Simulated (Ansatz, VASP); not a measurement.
# CaAl4O: VASP beside Ansatz

```
Ca Al O
1.0
     0.00000    3.85962    3.85962
     3.85962    0.00000    3.85962
     3.85962    3.85962    0.00000
Ca Al O
1 4 1
Cartesian
  0.0000 0.0000 0.0000
  2.8892 2.8892 4.8300
  2.8892 4.8300 2.8892
  4.8300 2.8892 2.8892
  4.8300 4.8300 4.8300
  1.9298 1.9298 1.9298
```

Change from the starting cell: species swapped into the MgBe4Cu type (F-43m, No. 216).

Alike in both runs: functional PBE; k mesh 8 × 8 × 8; occupations gaussian, width 0.1 eV; no spin polarisation.

Ansatz relaxed the structure, and its values are those at the end. VASP's run is a single point on that final structure, the one shown.

```csv
,VASP,Ansatz
version,VASP 6.6.1,Ansatz 0.2.0
potentials or method,"VASP PAW PBE potentials, release 64 (Ca_sv, Al, O)","scalar-relativistic, plane waves, PAW"
plane-wave cutoff (eV),520,420
valence electrons in the cell,28,28
```

|  | VASP | Ansatz | Ansatz less VASP |
| --- | --- | --- | --- |
| gap on the k mesh at the Fermi level (eV) | none | none | - |
| pressure (GPa) | 0.0 | 0.0 | 0.00 |

A gap of «none» marks a metal or a gap that the smearing closes.
